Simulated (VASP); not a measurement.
Energy against volume of LiH (rock salt). These are PBEsol GGA, VASP's PBE PAW potentials (set 64) (plane waves; VASP) values and carry that method's errors. Numerical set-up: 520 eV cut-off, 11×11×11 Γ-centred mesh, Gaussian smearing of 0.050 eV, potentials Li_sv H.

| V (Å³/atom) | E (eV/atom) |
|---|---|
| 7.385 | -3.05583 |
| 7.620 | -3.05896 |
| 7.856 | -3.06021 |
| 8.092 | -3.05974 |

Fit these four points and predict the energy of the run at 8.327 Å³/atom.

A cubic in V^(−2/3), the third-order Birch-Murnaghan form, passes through the four points with V0 = 7.91 Å³/atom and B0 = 38 GPa, and gives -3.0577 eV/atom there. The run gave -3.0578 eV/atom, -0.1 meV/atom from the fit; all five points give B0 = 37 GPa.

The compound is LiH in the rock salt structure. It was relaxed first, which changed the volume by -7 %.
